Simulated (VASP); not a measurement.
Energy against volume of HgTe (zinc blende). All values below come from SCAN meta-GGA, VASP's PBE PAW potentials (set 64) (plane waves; VASP). Numerical set-up: 520 eV cut-off, 10×10×10 Γ-centred mesh, first-order Methfessel-Paxton smearing of 0.10 eV, potentials Hg Te.

```csv
V (Å³/atom),E (eV/atom)
32.068,-52.83491
33.092,-52.84924
34.115,-52.85380
35.138,-52.85035
```

Task: Fit these four points and predict the energy of the run at 36.162 Å³/atom.

Result: A cubic in V^(−2/3), the third-order Birch-Murnaghan form, passes through the four points with V0 = 34.15 Å³/atom and B0 = 41 GPa, and gives -52.8403 eV/atom there. The run gave -52.8403 eV/atom, +0.0 meV/atom from the fit; all five points give B0 = 42 GPa.

The compound is HgTe in the zinc blende structure. It was relaxed first.
